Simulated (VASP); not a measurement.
Energy against volume of Cu (fcc). Level of theory: SCAN meta-GGA, VASP's PBE PAW potentials (set 64) (plane waves; VASP). Run with 520 eV cut-off, 17×17×17 Γ-centred mesh, first-order Methfessel-Paxton smearing of 0.10 eV, potentials Cu.

```
V (Å³/atom)  E (eV/atom)
-----------  -----------
10.926         -15.12732
11.264         -15.13555
11.602         -15.13285
11.940         -15.12285
```

Question: Fit these four points and predict the energy of the run at 10.588 Å³/atom.

Answer: A cubic in V^(−2/3), the third-order Birch-Murnaghan form, passes through the four points with V0 = 11.33 Å³/atom and B0 = 160 GPa, and gives -15.1036 eV/atom there. The run gave -15.1070 eV/atom, -3.5 meV/atom from the fit; all five points give B0 = 151 GPa.

The compound is Cu in the fcc structure. It was relaxed first.
